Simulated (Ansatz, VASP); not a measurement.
## MgZn4Te: VASP beside Ansatz

The input INCAR:

```
SYSTEM = MgZn4Te
PREC = Accurate
ENCUT = 520
EDIFF = 1E-7
ISMEAR = 0
SIGMA = 0.1
LREAL = .False.
LASPH = .True.
NELM = 100
ALGO = Fast
ISIF = 2
LWAVE = .False.
LCHARG = .True.
GGA = PE
LELF = .True.
LVHAR = .True.
NBANDS = 37
```

The input KPOINTS:

```
Automatic mesh
0
Gamma
  6 6 2
  0 0 0
```

POSCAR

```
MgZn4Te
1.0
    3.2380922400      0.0000000000      0.0000000000
   -1.6190461200      2.8042701400      0.0000000000
    0.0000000000      0.0000000000     12.2482571600
Mg Zn Te
1 4 1
Direct
    0.0000000000      0.0000000000      0.0000000000
    0.6666666700      0.3333333300      0.8719140300
    0.6666666700      0.3333333300      0.3771010000
    0.3333333300      0.6666666700      0.6228990000
    0.3333333300      0.6666666700      0.1280859700
    0.0000000000      0.0000000000      0.5000000000
```

Input for Ansatz:

```yaml
crystal:
  lattice:
    - [3.23809224, 0.0, 0.0]
    - [-1.61904612, 2.80427014, 0.0]
    - [0.0, 0.0, 12.24825716]
  atoms:
    - { symbol: Mg, position: [0.0, 0.0, 0.0] }
    - { symbol: Zn, position: [0.66666667, 0.33333333, 0.87191403] }
    - { symbol: Zn, position: [0.66666667, 0.33333333, 0.377101] }
    - { symbol: Zn, position: [0.33333333, 0.66666667, 0.622899] }
    - { symbol: Zn, position: [0.33333333, 0.66666667, 0.12808597] }
    - { symbol: Te, position: [0.0, 0.0, 0.5] }
basis:
  ecutwfc: 420
kpoints:
  mp_grid: { grid: [6, 6, 2] }
hamiltonian:
  xc: pbe
scf:
  occupations: { method: gaussian, width: 0.1 }
  lower_state_search: "off"
output:
  forces: true
  stress: true
  eigenvalues: true
```

Change from the starting cell: species swapped into the TaTiTe4 type (P-3m1, No. 164).

Alike in both runs: task single point; functional PBE; k mesh 6 × 6 × 2; occupations gaussian, width 0.1 eV; no spin polarisation.

|  | VASP | Ansatz |
| --- | --- | --- |
| version | VASP 6.6.1 | Ansatz 0.2.0 |
| potentials or method | VASP PAW PBE potentials, release 64 (Mg, Zn, Te) | scalar-relativistic, plane waves, PAW |
| plane-wave cutoff (eV) | 520 | 420 |
| valence electrons in the cell | 56 | 74 |

Ansatz gave:

| Item | Value |
| --- | --- |
| gap on the k mesh at the Fermi level (eV) | none |
| rms of the force components (eV/Å) | 2.149 |

**Question.** Which values does VASP return?

**Answer.** gap on the k mesh at the Fermi level (eV): none; rms of the force components (eV/Å): 2.168.

Atom by atom the forces differ by 0.021 eV/Å (rms over components). A gap of «none» marks a metal or a gap that the smearing closes. The functional is the same, so the differences come from potentials, cutoffs and numerics. The two sets of potentials don't hold the same shells in valence.

Caveats: the k mesh is coarse (spacing up to 0.37 Å⁻¹), so the values aren't converged; forces of over 1 eV/Å show positions far from the minimum, so gaps and moduli don't describe the material at rest. Spin-orbit coupling is left out, which matters for the levels of Te.
